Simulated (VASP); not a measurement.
VASP, PAW. Band gap of BaO (rock salt) (no spin-orbit coupling).  The mesh is coarse and the basis finite, so the quasiparticle values are not converged.

| level | band gap (eV) |
|---|---|
| PBE (own cell) | 2.10 |

Task: Estimate the band gap from RPBE (own cell), G0W0@PBE (starting cell), LDA (own cell) and from experiment.

Result: 
The RPBE (own cell) is 2.31 eV and the G0W0@PBE (starting cell) is 3.20 eV. The LDA (own cell) comes out as 1.70 eV and the measured is 4.40 eV (as given by Abedi et al., (2022), arXiv:2211.14644).

Only levels that ran to the end are used. Left out are those held back, those with too coarse a band path, GW runs whose mesh misses a band edge, hybrids' fits of cells that aren't cubic and levels without matching references; a question may draw on a part of the rest.

The compound is BaO in the rock salt structure.
